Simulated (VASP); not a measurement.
Input:

```xyz
3
Lattice="2.2287 -3.8602 0.0000 2.2287 3.8602 0.0000 0.0000 0.0000 5.0490" Properties=species:S:1:pos:R:3 pbc="T T T"
Se     0.5015     0.8685     3.3660
Se     3.4545     0.0000     0.0000
Se     0.5015    -0.8685     1.6830
```

All values below come from PBE GGA, VASP's PBE PAW potentials (set 64) (plane waves; VASP). Settings: 400 eV cut-off, 5×5×4 Γ-centred mesh, Gaussian smearing of 0.050 eV, potentials Se.

### Question
Give the force on each atom (eV/Å).

### Answer

```json
[
 {"atom": "Se1", "Fx": "-0.065", "Fy": "-0.113", "Fz": "0.000"},
 {"atom": "Se2", "Fx": "0.130", "Fy": "0.000", "Fz": "0.000"},
 {"atom": "Se3", "Fx": "-0.065", "Fy": "0.113", "Fz": "0.000"}
]
```

### Question
Give the stress tensor in GPa (positive for a compressed cell).

### Answer

```
-0.33   0.00   0.00
 0.00  -0.33   0.00
 0.00   0.00  -0.28
```
The pressure is its mean diagonal, -0.31 GPa.

The compound is Se in the trig structure. The cell was not relaxed at this level. The run is one of a series of settings (EDIFF = 1E-8 against the base run), some of them coarse on purpose.
